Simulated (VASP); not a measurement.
# RbIr3 (Pm-3m) in VASP: density of states with PBE

Aim: the density of states of RbIr3 with PBE.

Everything below comes from runs of VASP 6.6.1. Logs are shortened: lines on timing, memory, paths and dates and some standing lists are left out, and cuts for length are marked.

**1. The structure**

The structure is cubic, space group Pm-3m (No. 221). Conventional cell: a = 4.155 Å, b = 4.155 Å, c = 4.155 Å, α = 90.00°, β = 90.00°, γ = 90.00°. Around Rb (site symmetry m-3m) lie 12 Ir at 2.94 Å. Ir (site symmetry 4/mmm) is surrounded by 4 Rb at 2.94 Å and 8 Ir at 2.94 Å.

The cell was built by a generator and needn't be a form met in nature.

**2. Density of states, PBE**

The input, POSCAR:

```
RbIr3
1.0
    4.1550415853      0.0000000000      0.0000000000
    0.0000000000      4.1550415853      0.0000000000
    0.0000000000      0.0000000000      4.1550415853
Rb Ir
1 3
Direct
    0.5000000000      0.5000000000      0.5000000000
    0.5000000000      0.0000000000      0.0000000000
    0.0000000000      0.5000000000      0.0000000000
    0.0000000000      0.0000000000      0.5000000000
```

The input, INCAR.step1:

```
PREC = Accurate
ENCUT = 520
EDIFF = 1E-7
ISMEAR = 0
SIGMA = 0.1
LREAL = False
LASPH = True
NELM = 80
ALGO = Normal
ISIF = 2
LWAVE = False
LCHARG = True
LMAXMIX = 4
GGA = PE
NBANDS = 26
```

The input, KPOINTS.step1:

```
Automatic mesh
0
Gamma
  12 12 12
```

The input, INCAR.step2:

```
PREC = Accurate
ENCUT = 520
EDIFF = 1E-7
ISMEAR = -5
SIGMA = 0.1
LREAL = False
LASPH = True
NELM = 80
ALGO = Normal
ISIF = 2
LWAVE = False
LCHARG = False
LMAXMIX = 4
GGA = PE
LORBIT = 10
NEDOS = 1001
ICHARG = 11
```

The input, KPOINTS.step2:

```
Automatic mesh
0
Gamma
  18 18 18
```

Potentials or basis: VASP PAW PBE potentials, release 64 (Rb_sv, Ir).

Started as:

```bash
$ cat potpaw_PBE.64/Rb_sv/POTCAR potpaw_PBE.64/Ir/POTCAR > POTCAR
$ cp INCAR.step1 INCAR
$ cp KPOINTS.step1 KPOINTS
$ mpirun -np 1 vasp_std > vasp.out
$ cp INCAR.step2 INCAR
$ cp KPOINTS.step2 KPOINTS
$ mpirun -np 1 vasp_std > vasp.out
```

OUTCAR:

```text
PREC = Accurate
   ENCUT = 520
   EDIFF = 1E-7
   ISMEAR = -5
   LREAL = False
   LASPH = True
   NELM = 80
   ISIF = 2
   GGA = PE
   LORBIT = 10
   ICHARG = 11

 ion  position               nearest neighbor table
   1  0.500  0.500  0.500-   2 2.94   3 2.94   4 2.94   2 2.94   3 2.94   2 2.94   4 2.94   2 2.94
                             3 2.94   4 2.94   3 2.94   4 2.94
   2  0.500  0.000  0.000-   1 2.94   3 2.94   4 2.94   1 2.94   4 2.94   1 2.94   3 2.94   1 2.94
                             3 2.94   4 2.94   4 2.94   3 2.94
   3  0.000  0.500  0.000-   1 2.94   2 2.94   4 2.94   1 2.94   4 2.94   2 2.94   4 2.94   4 2.94
                             1 2.94   2 2.94   1 2.94   2 2.94
   4  0.000  0.000  0.500-   1 2.94   2 2.94   3 2.94   2 2.94   3 2.94   1 2.94   3 2.94   3 2.94
                             1 2.94   2 2.94   2 2.94   1 2.94

  LATTYP: Found a simple cubic cell.
 ALAT       =     4.1550415853

  Lattice vectors:

 A1 = (   4.1550415853,   0.0000000000,   0.0000000000)
 A2 = (   0.0000000000,   4.1550415853,   0.0000000000)
 A3 = (   0.0000000000,   0.0000000000,   4.1550415853)

Analysis of symmetry for initial positions (statically):
=====================================================================
 Subroutine PRICEL returns:
 Original cell was already a primitive cell.

 Routine SETGRP: Setting up the symmetry group for a
 simple cubic supercell.

 Subroutine GETGRP returns: Found 48 space group operations
 (whereof 48 operations were pure point group operations)
 out of a pool of 48 trial point group operations.

The static configuration has the point symmetry O_h .

Analysis of symmetry for dynamics (positions and initial velocities):
=====================================================================
 Subroutine PRICEL returns:
 Original cell was already a primitive cell.

 Routine SETGRP: Setting up the symmetry group for a
 simple cubic supercell.

 Subroutine GETGRP returns: Found 48 space group operations
 (whereof 48 operations were pure point group operations)
 out of a pool of 48 trial point group operations.

The dynamic configuration has the point symmetry O_h .

 Subroutine INISYM returns: Found 48 space group operations
 (whereof 48 operations are pure point group operations),
 and found     1 'primitive' translations

----------------------------------------------------------------------------------------

                                     Primitive cell

  volume of cell :      71.7342

  direct lattice vectors                    reciprocal lattice vectors
     4.155041585  0.000000000  0.000000000     0.240671478  0.000000000  0.000000000
     0.000000000  4.155041585  0.000000000     0.000000000  0.240671478  0.000000000
     0.000000000  0.000000000  4.155041585     0.000000000  0.000000000  0.240671478

  length of vectors
     4.155041585  4.155041585  4.155041585     0.240671478  0.240671478  0.240671478

  position of ions in fractional coordinates (direct lattice)
     0.500000000  0.500000000  0.500000000
     0.500000000  0.000000000  0.000000000
     0.000000000  0.500000000  0.000000000
     0.000000000  0.000000000  0.500000000

  ion indices of the primitive-cell ions
   primitive index   ion index
                 1           1
                 2           2
                 3           3
                 4           4

----------------------------------------------------------------------------------------

 KPOINTS: Automatic mesh

Automatic generation of k-mesh.
 Grid dimensions read from file:
 generate k-points for:   18   18   18

 Generating k-lattice:

  Cartesian coordinates                     Fractional coordinates (reciprocal lattice)
     0.013370638  0.000000000  0.000000000     0.055555556  0.000000000  0.000000000
     0.000000000  0.013370638  0.000000000     0.000000000  0.055555556  0.000000000
     0.000000000  0.000000000  0.013370638     0.000000000  0.000000000  0.055555556

  Length of vectors
     0.013370638  0.013370638  0.013370638

  Shift w.r.t. Gamma in fractional coordinates (k-lattice)
     0.000000000  0.000000000  0.000000000

 TETIRR: Found   2900 inequivalent tetrahedra from    34992

 Subroutine IBZKPT returns following result:
 ===========================================

 Found    220 irreducible k-points:

 Following reciprocal coordinates:
            Coordinates               Weight
  0.000000  0.000000  0.000000      1.000000
  0.055556  0.000000  0.000000      6.000000
  0.111111  0.000000  0.000000      6.000000
  0.166667  0.000000  0.000000      6.000000
  0.222222  0.000000  0.000000      6.000000
  0.277778  0.000000  0.000000      6.000000
[... 16 lines left out ...]
  0.277778  0.111111  0.000000     24.000000
  0.333333  0.111111  0.000000     24.000000
 [... further k-points ...]
   k-points           NKPTS =    220   k-points in BZ     NKDIM =    220   number of bands    NBANDS=     22
   number of dos      NEDOS =   1001   number of ions     NIONS =      4
   total plane-waves  NPLWV =  32768
   dimension x,y,z NGX =    32 NGY =   32 NGZ =   32
   dimension x,y,z NGXF=    64 NGYF=   64 NGZF=   64
   ions per type =               1   3
   NGX,Y,Z   is equivalent  to a cutoff of  12.80, 12.80, 12.80 a.u.
   NGXF,Y,Z  is equivalent  to a cutoff of  25.61, 25.61, 25.61 a.u.
 SYSTEM =  unknown system
   PREC   = accura    normal or accurate (medium, high low for compatibility)
   ISTART =      0    job   : 0-new  1-cont  2-samecut
   ICHARG =     11    charge: 1-file 2-atom 10-const
   ISPIN  =      1    spin polarized calculation?
   LNONCOLLINEAR =      F non collinear calculations
   LSORBIT =      F    spin-orbit coupling
   LASPH  =      T    aspherical Exc in radial PAW
   ENCUT  =  520.0 eV  38.22 Ry    6.18 a.u.   7.73  7.73  7.73*2*pi/ulx,y,z
   NELM   =     80;   NELMIN=  2; NELMDL=  0     # of ELM steps
   EDIFF  = 0.1E-06   stopping-criterion for ELM
   LREAL  =      F    real-space projection
   EDIFFG = 0.1E-05   stopping-criterion for IOM
   NSW    =      0    number of steps for IOM
   IBRION =     -1    ionic relax: 0-MD 1-quasi-New 2-CG
   NFREE  =      0    steps in history (QN), initial steepest desc. (CG)
   ISIF   =      2    stress and relaxation
   ISYM   =      2    0-nonsym 1-usesym 2-fastsym
   POTIM  = 0.5000    time-step for ionic-motion
   TEBEG  =    0.0;   TEEND  =   0.0 temperature during run
   PSTRESS=    0.0 pullay stress
   NELECT =      36.0000    total number of electrons
   NUPDOWN=      -1.0000    fix difference up-down
   EMIN   =  10.00;   EMAX   =-10.00  energy-range for DOS
   EFERMI =   0.00;   METHOD = LEGACY
   ISMEAR =    -5;   SIGMA  =   0.10  broadening in eV -4-tet -1-fermi 0-gaus
   EFERMI_NEDOS =   21; number of points for ismear=-14 and -15
   IALGO  =     38    algorithm
   IMIX   =      4    mixing-type and parameters
     AMIX     =   0.40;   BMIX     =  1.00
     AMIX_MAG =   1.60;   BMIX_MAG =  1.00
  volume/ion in A,a.u.               =      17.93       121.02
  Fermi-wavevector in a.u.,A,eV,Ry     =   1.300969  2.458475 23.028138  1.692520
  Thomas-Fermi vector in A             =   2.432133
   LORBIT       =     10    0 simple, 1 ext, 2 COOP (PROOUT), +10 PAW based schemes
   GGA     = PE    functional components
   LHFCALC =     F    Hartree Fock is set to
   AEXX    =    0.0000 exact exchange contribution
   IVDW    =     0    specifies the selected vdW correction
   LEPSILON=     F    determine dielectric tensor
   LRPA    =     F    only Hartree local field effects (RPA)
 non-spin polarized calculation
 Fermi weights with tetrahedron method with Bloechl corrections
  energy-cutoff  :      520.00
  volume of cell :       71.73
 maximum number of plane-waves:      1956
 NGX is ok and might be reduce to    32

 number of electron      35.9999993 magnetization

 Free energy of the ion-electron system (eV)
  ---------------------------------------------------
  ext. energy  EPLUGINS =         0.00000000
  ---------------------------------------------------
  free energy    TOTEN  =       -20.96546395 eV

  energy without entropy =      -20.96546395  energy(sigma->0) =      -20.96546395

 E-fermi :   5.5901     XC(G=0): -12.2541

 val. band max:        5.6220236415   @ k =   0.5000   0.5000   0.2222
 cond. band min:       5.5839086175   @ k =   0.4444   0.1111   0.0556
 fundamental gap:     -0.0381150240
 Fermi energy:         5.5900920226

 k-point     1 :       0.0000    0.0000    0.0000
  band No.  band energies     occupation
      1     -19.5383      2.00000
      2      -3.9488      2.00000
      3      -3.9488      2.00000
      4      -3.9488      2.00000
      5      -1.2563      2.00000
      6       1.4905      2.00000
[... 14 lines left out ...]
     21      10.1315      0.00000
     22      10.1315      0.00000

 k-point     2 :       0.0556    0.0000    0.0000
  band No.  band energies     occupation
      1     -19.5365      2.00000
      2      -3.9997      2.00000
      3      -3.9556      2.00000
      4      -3.9556      2.00000
      5      -1.1997      2.00000
      6       1.5211      2.00000
[... 14 lines left out ...]
     21       9.7585      0.00000
     22      10.2239      0.00000

 k-point     3 :       0.1111    0.0000    0.0000
  band No.  band energies     occupation
      1     -19.5315      2.00000
      2      -4.1367      2.00000
      3      -3.9749      2.00000
      4      -3.9749      2.00000
      5      -1.0418      2.00000
      6       1.6122      2.00000
[... 14 lines left out ...]
     21       9.0176      0.00000
     22      10.4462      0.00000

 k-point     4 :       0.1667    0.0000    0.0000
  band No.  band energies     occupation
      1     -19.5238      2.00000
      2      -4.3253      2.00000
      3      -4.0040      2.00000
      4      -4.0040      2.00000
      5      -0.8072      2.00000
      6       1.7598      2.00000
[... 14 lines left out ...]
     21       8.2041      0.00000
     22      10.6913      0.00000

 k-point     5 :       0.2222    0.0000    0.0000
  band No.  band energies     occupation
      1     -19.5144      2.00000
      2      -4.5308      2.00000
      3      -4.0389      2.00000
      4      -4.0389      2.00000
      5      -0.5183      2.00000
      6       1.8260      2.00000
[... 14 lines left out ...]
     21       7.4097      0.00000
     22      10.8677      0.00000

 k-point     6 :       0.2778    0.0000    0.0000
  band No.  band energies     occupation
      1     -19.5043      2.00000
      2      -4.7270      2.00000
      3      -4.0752      2.00000
      4      -4.0752      2.00000
      5      -0.1931      2.00000
      6       1.9023      2.00000
[... 14 lines left out ...]
     21       7.2367      0.00000
     22      10.9284      0.00000

 k-point     7 :       0.3333    0.0000    0.0000
  band No.  band energies     occupation
      1     -19.4947      2.00000
      2      -4.8954      2.00000
      3      -4.1086      2.00000
      4      -4.1086      2.00000
      5       0.1489      2.00000
      6       1.9808      2.00000
[... 324 lines left out ...]
      6       1.6683      2.00000
[... 14 lines left out ...]
     21       9.1627      0.00000
     22       9.4946      0.00000

 k-point    21 :       0.1667    0.1111    0.0000
  band No.  band energies     occupation
      1     -19.5180      2.00000
      2      -4.3693      2.00000
      3      -4.1081      2.00000
      4      -4.0274      2.00000
      5      -0.6371      2.00000
      6       1.7590      2.00000
[... 14 lines left out ...]
     21       8.4524      0.00000
     22       9.6478      0.00000

 k-point    22 :       0.2222    0.1111    0.0000
  band No.  band energies     occupation
      1     -19.5091      2.00000
      2      -4.5450      2.00000
      3      -4.1414      2.00000
      4      -4.0608      2.00000
      5      -0.3683      2.00000
      6       1.9005      2.00000
[... 14 lines left out ...]
     21       7.6624      0.00000
     22       9.8537      0.00000

 k-point    23 :       0.2778    0.1111    0.0000
  band No.  band energies     occupation
      1     -19.4996      2.00000
      2      -4.7197      2.00000
      3      -4.1712      2.00000
      4      -4.0954      2.00000
      5      -0.0611      2.00000
      6       1.9873      2.00000
[... 14 lines left out ...]
     21       6.9882      0.00000
     22       9.9877      0.00000

 k-point    24 :       0.3333    0.1111    0.0000
  band No.  band energies     occupation
      1     -19.4906      2.00000
      2      -4.8724      2.00000
      3      -4.1974      2.00000
      4      -4.1273      2.00000
      5       0.2649      2.00000
      6       2.0550      2.00000
[... 14 lines left out ...]
     21       6.9780      0.00000
     22      10.0437      0.00000

 [... further k-points ...]

------------------------ aborting loop because EDIFF is reached ----------------------------------------

  FORCE on cell =-STRESS in cart. coord.  units (eV):
  Direction    XX          YY          ZZ          XY          YZ          ZX
  --------------------------------------------------------------------------------------
  -------------------------------------------------------------------------------------
  Total        0.2636234      0.2636234      0.2636234     -0.0000000     -0.0000000     -0.0000000
  in kB        5.8880078      5.8880078      5.8880078     -0.0000000     -0.0000000     -0.0000000
  external PRESSURE =       5.8880078 kB  Pullay stress =       0.0000000 kB

 VOLUME and BASIS-vectors are now :
 -----------------------------------------------------------------------------
  energy-cutoff  :      520.00
  volume of cell :       71.73
      direct lattice vectors                 reciprocal lattice vectors
     4.155041585  0.000000000  0.000000000     0.240671478  0.000000000  0.000000000
     0.000000000  4.155041585  0.000000000     0.000000000  0.240671478  0.000000000
     0.000000000  0.000000000  4.155041585     0.000000000  0.000000000  0.240671478

 POSITION                                       TOTAL-FORCE (eV/Angst)
 -----------------------------------------------------------------------------------
      2.07752      2.07752      2.07752         0.000000      0.000000      0.000000
      2.07752      0.00000      0.00000         0.000000      0.000000      0.000000
      0.00000      2.07752      0.00000         0.000000      0.000000      0.000000
      0.00000      0.00000      2.07752         0.000000      0.000000      0.000000
 -----------------------------------------------------------------------------------
    total drift:                                0.000000      0.000000     -0.000000

  FREE ENERGIE OF THE ION-ELECTRON SYSTEM (eV)
  ---------------------------------------------------
  free  energy   TOTEN  =       -20.9654639463 eV

  energy  without entropy=      -20.9654639463  energy(sigma->0) =      -20.96546395

 total charge

# of ion       s       p       d       tot
------------------------------------------
    1        1.999   5.284   0.224   7.507
    2        0.616   0.344   6.963   7.923
    3        0.616   0.344   6.963   7.923
    4        0.616   0.344   6.963   7.923
--------------------------------------------------
tot          3.846   6.316  21.114  31.276
```

Run time: 2.9 min. Hardware: 1 thread of AMD EPYC 9R45 (Zen 5), shared host; peak memory 0.39 GiB.

What came out:

| Item | Value |
| --- | --- |
| Valence electrons inside the program's atomic spheres | Rb 7.51; Ir 7.92 |

States per cell in windows of 0.5 eV (zero at the Fermi level; states under -8 eV left out):
```csv
from (eV),total,Ir2_d,Ir3_d,Ir4_d,Rb1_p,Ir2_s,Ir3_s
-8.0,0.00,0.00,0.00,0.00,0.00,0.00,0.00
-7.5,0.00,0.00,0.00,0.00,0.00,0.00,0.00
-7.0,0.02,0.00,0.00,0.00,0.00,0.00,0.00
-6.5,0.09,0.01,0.01,0.01,0.00,0.01,0.01
-6.0,0.17,0.01,0.01,0.01,0.01,0.02,0.02
-5.5,0.29,0.03,0.03,0.03,0.02,0.03,0.03
-5.0,0.78,0.10,0.10,0.10,0.03,0.07,0.07
-4.5,0.92,0.14,0.14,0.14,0.03,0.07,0.07
-4.0,1.68,0.38,0.38,0.38,0.02,0.05,0.05
-3.5,3.18,0.76,0.76,0.76,0.04,0.08,0.08
-3.0,2.37,0.54,0.54,0.54,0.05,0.05,0.05
-2.5,3.87,1.00,1.00,1.00,0.05,0.02,0.02
-2.0,1.61,0.40,0.40,0.40,0.04,0.02,0.02
-1.5,2.68,0.69,0.69,0.69,0.08,0.03,0.03
-1.0,5.66,1.52,1.52,1.52,0.22,0.06,0.06
-0.5,4.99,1.40,1.40,1.40,0.13,0.04,0.04
0.0,1.99,0.57,0.57,0.57,0.03,0.01,0.01
0.5,1.42,0.37,0.37,0.37,0.01,0.02,0.02
1.0,1.66,0.42,0.42,0.42,0.01,0.02,0.02
1.5,0.42,0.06,0.06,0.06,0.01,0.01,0.01
2.0,0.24,0.01,0.01,0.01,0.01,0.01,0.01
2.5,0.14,0.01,0.01,0.01,0.01,0.01,0.01
3.0,0.56,0.08,0.08,0.08,0.03,0.05,0.05
3.5,0.96,0.13,0.13,0.13,0.03,0.08,0.08
4.0,0.52,0.06,0.06,0.06,0.01,0.04,0.04
4.5,0.17,0.01,0.01,0.01,0.00,0.01,0.01
5.0,0.02,0.00,0.00,0.00,0.00,0.00,0.00
5.5,0.00,0.00,0.00,0.00,0.00,0.00,0.00
```

Caveat: tetrahedron occupations give inexact forces and stress in metals.
